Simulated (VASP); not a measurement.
A convergence study with VASP on GaN (zinc blende): one setting is varied, all else stays as given below, so the limit is that of these other settings. Each run relaxes cell and ions from the cell shown.

```
CELL_PARAMETERS angstrom
      0.00000     2.26000     2.26000
      2.26000     0.00000     2.26000
      2.26000     2.26000     0.00000
ATOMIC_POSITIONS crystal
  Ga 0.00000 0.00000 0.00000
  N  0.25000 0.25000 0.25000
```

Computed with PBE GGA, VASP's PBE PAW potentials (set 64) (plane waves; VASP). The tightest run used: 700 eV cut-off, 14×14×14 Γ-centred mesh, Gaussian smearing of 0.050 eV, potentials Ga_d N.

Gaps are read on the run's mesh, which can miss a band edge.

Q: The settings run are 2×2×2 mesh; 3×3×3 mesh; 4×4×4 mesh; 5×5×5 mesh; 6×6×6 mesh; 7×7×7 mesh; 8×8×8 mesh; 9×9×9 mesh; 10×10×10 mesh; 11×11×11 mesh; 12×12×12 mesh; 13×13×13 mesh; 14×14×14 mesh. From which on does the relaxed volume stay within 0.02 Å³/atom of the tightest run?

A: From 3×3×3 mesh on: it is off by 0.016 there and by no more than 0.02 in any finer run, while 2×2×2 mesh is off by 0.220.
| setting | relaxed volume (Å³/atom) | E (eV/atom) | gap on the mesh (eV) | irreducible k-points | difference judged (Å³/atom) |
|---|---|---|---|---|---|
| 2×2×2 mesh | 11.979 | -5.2265 | 1.181 | 3 | 0.220 |
| 3×3×3 mesh | 11.775 | -5.9316 | 1.471 | 4 | 0.016 |
| 4×4×4 mesh | 11.752 | -6.0470 | 1.534 | 8 | 0.007 |
| 5×5×5 mesh | 11.753 | -6.0708 | 1.547 | 10 | 0.006 |
| 6×6×6 mesh | 11.756 | -6.0766 | 1.550 | 16 | 0.003 |
| 7×7×7 mesh | 11.757 | -6.0782 | 1.550 | 20 | 0.002 |
| 8×8×8 mesh | 11.758 | -6.0787 | 1.550 | 29 | 0.001 |
| 9×9×9 mesh | 11.759 | -6.0789 | 1.550 | 35 | 0.001 |
| 10×10×10 mesh | 11.759 | -6.0789 | 1.550 | 47 | 0.000 |
| 11×11×11 mesh | 11.759 | -6.0790 | 1.550 | 56 | 0.000 |
| 12×12×12 mesh | 11.759 | -6.0790 | 1.550 | 72 | 0.000 |
| 13×13×13 mesh | 11.759 | -6.0790 | 1.550 | 84 | 0.000 |
| 14×14×14 mesh | 11.759 | -6.0790 | 1.550 | 104 | 0.000 |

Left out are rungs that failed or repeat a setting and relaxations that didn't move; long series are thinned to 24 rows.

The compound is GaN in the zinc blende structure, a metastable form; wurtzite is the usual one.
